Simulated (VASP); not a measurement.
Calculation: PBE GGA, VASP's PBE PAW potentials (set 64) (plane waves; VASP).

The input files of a VASP run:

File POSCAR:
```
Zn
1.0
  1.3186380000  -2.3046000000   0.0000000000
  1.3186380000   2.3046000000   0.0000000000
  0.0000000000   0.0000000000   5.0577230000
Zn
2
Cartesian
  1.3186380000   0.7682015364   1.2644307500
  1.3818772412  -0.7682015364   3.7932922500
```

KPOINTS:
```
Regular mesh
0
gamma
14 14 7
0 0 0
```

**INCAR**
```
! general
SYSTEM  = Zn
PREC    = Accurate
ENCUT   = 400   ! plane-wave cut-off (eV)
LREAL   = F   ! projection in real space or not
LASPH   = T
ISYM    = -1

! electronic loop
EDIFF   = 1E-6
NELM    = 100   ! most electronic steps
ALGO    = Normal
LMAXMIX = 4   ! l cut-off of mixed one-centre charges

! smearing
ISMEAR  = 1   ! Methfessel-Paxton
SIGMA   = 0.1   ! width (eV)

! functional
GGA     = PE   ! PBE

! ions
ISIF    = 2   ! forces and stress, cell fixed

! output
LWAVE   = F
LCHARG  = F
```

POTCAR, in this order: Zn (PBE.64 set). Program: vasp_std.

The run wrote:

### OSZICAR
```
       N       E                     dE             d eps       ncg     rms          rms(c)
DAV:   1     0.857451692858E+02    0.85745E+02   -0.11038E+04 44744   0.200E+03
DAV:   2    -0.910890805344E-01   -0.85836E+02   -0.84734E+02 44944   0.276E+02
DAV:   3    -0.239851463430E+01   -0.23074E+01   -0.23041E+01 54976   0.563E+01
DAV:   4    -0.240459261077E+01   -0.60780E-02   -0.60777E-02 50528   0.295E+00
DAV:   5    -0.240460221583E+01   -0.96051E-05   -0.96052E-05 54552   0.954E-02    0.395E+00
DAV:   6    -0.221153336843E+01    0.19307E+00   -0.96083E-01 44744   0.217E+01    0.297E+00
DAV:   7    -0.220256944236E+01    0.89639E-02   -0.29069E-02 55512   0.317E+00    0.153E+00
DAV:   8    -0.219811196002E+01    0.44575E-02   -0.18660E-03 58096   0.729E-01    0.480E-02
DAV:   9    -0.219812121910E+01   -0.92591E-05   -0.29470E-04 60584   0.256E-01    0.336E-02
DAV:  10    -0.219812372892E+01   -0.25098E-05   -0.28148E-05 47576   0.766E-02    0.269E-03
DAV:  11    -0.219812354981E+01    0.17912E-06   -0.14741E-07 29088   0.386E-03
   1 F= -.21981235E+01 E0= -.21978939E+01  d E =-.688852E-03
```

OUTCAR:
```
------------------------ aborting loop because EDIFF is reached ----------------------------------------
  FORCE on cell =-STRESS in cart. coord.  units (eV):
  Direction    XX          YY          ZZ          XY          YZ          ZX
  --------------------------------------------------------------------------------------
  Total       -0.0558636     -0.0238237     -0.2969728     -0.0293256      0.0000010     -0.0000007
  in kB       -2.9116107     -1.2416910    -15.4782226     -1.5284504      0.0000529     -0.0000362
  external PRESSURE =      -6.5438415 kB  Pullay stress =       0.0000000 kB
  volume of cell :       30.74
      direct lattice vectors                 reciprocal lattice vectors
     1.318638000 -2.304600000  0.000000000     0.379179123 -0.216957390  0.000000000
     1.318638000  2.304600000  0.000000000     0.379179123  0.216957390  0.000000000
     0.000000000  0.000000000  5.057723000     0.000000000  0.000000000  0.197717431
 POSITION                                       TOTAL-FORCE (eV/Angst)
 -----------------------------------------------------------------------------------
      1.31864      0.76820      1.26443         0.028158     -0.004639      0.000001
      1.38188     -0.76820      3.79329        -0.028158      0.004639     -0.000001
 -----------------------------------------------------------------------------------
    total drift:                                0.000284     -0.000003     -0.000002
  FREE ENERGIE OF THE ION-ELECTRON SYSTEM (eV)
  ---------------------------------------------------
  free  energy   TOTEN  =        -2.1981235498 eV

  energy  without entropy=       -2.1974346980  energy(sigma->0) =       -2.19789393
```
(Selected blocks of OUTCAR.)

The compound is Zn in the hcp structure. The cell was not relaxed at this level, atoms are displaced from their ideal sites. The run is one of a series of settings (ISYM = -1 against the base run), some of them coarse on purpose.
